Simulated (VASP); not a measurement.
An input for Quantum ESPRESSO's pw.x (written as the equivalent of a VASP run, and not itself run):

```
&CONTROL
  calculation = 'vc-relax'
  pseudo_dir = './pseudo'
  outdir = './out'
  tprnfor = .true.
  tstress = .true.
  nstep = 40
  forc_conv_thr = 0.00078
/
&SYSTEM
  ibrav = 0
  nat = 3
  ntyp = 2
  ecutwfc = 84
  occupations = 'smearing'
  smearing = 'gaussian'
  degauss = 0.003675
  input_dft = 'pbe'
/
&ELECTRONS
  conv_thr = 7.3e-08
  electron_maxstep = 100
/
&IONS
/
&CELL
/
ATOMIC_SPECIES
  Mg 24.305 Mg.upf
  I 126.904 I.upf
CELL_PARAMETERS angstrom
     2.1041398   -3.6444766   -0.0000000
     2.1041398    3.6444766    0.0000000
     0.0000000    0.0000000    7.5570258
ATOMIC_POSITIONS crystal
  Mg   0.0000000  0.0000000  0.0000000
  I    0.3333330  0.6666670  0.2209605
  I    0.6666670  0.3333330  0.7790395
K_POINTS automatic
  6 6 3 0 0 0
```

Task: Translate this input to VASP (INCAR, KPOINTS, POSCAR, choice of POTCAR).

Result: This is not unique; one that fits is 
INCAR:
```
! general
SYSTEM =MgI2
PREC   =Accurate
ENCUT  =500   ! plane-wave cut-off (eV)
LREAL  =.FALSE.
LASPH  =.TRUE.   ! aspherical one-centre terms

! electronic loop
EDIFF  =1E-6   ! SCF stop (eV)
NELM   =100
ALGO   =Normal
LMAXMIX=4

! smearing
ISMEAR =0
SIGMA  =0.05

! functional
GGA    =PE   ! PBE

! ions
IBRION =2   ! conjugate gradients
NSW    =40   ! most ionic steps
ISIF   =3
EDIFFG =-0.02   ! ionic stop

! output
LWAVE  =.FALSE.
LCHARG =.FALSE.
```

### POSCAR
```
MgI2
1
    2.1041397813    -3.6444765646    -0.0000000000
    2.1041397813     3.6444765646     0.0000000000
    0.0000000000     0.0000000000     7.5570257843
Mg I
1 2
Direct
  0.0000000000   0.0000000000   0.0000000000
  0.3333330000   0.6666670000   0.2209605338
  0.6666670000   0.3333330000   0.7790394662
```

File KPOINTS:
```
Automatic mesh
0
Gamma
  6 6 3
```

POTCAR, in this order: Mg I (PBE.64 set). Program: vasp_std.

What does not carry over: the potentials are each code's own (VASP's PAW set, PseudoDojo norm-conserving files in pw.x), so ENCUT and ecutwfc are chosen apart and not converted; conv_thr bounds pw.x's estimated SCF error, while EDIFF bounds the energy change between steps; forc_conv_thr acts on force components and is met together with etot_conv_thr.

The compound is MgI2 in the 1T layered structure. It was relaxed first, which changed the volume by +13 %.
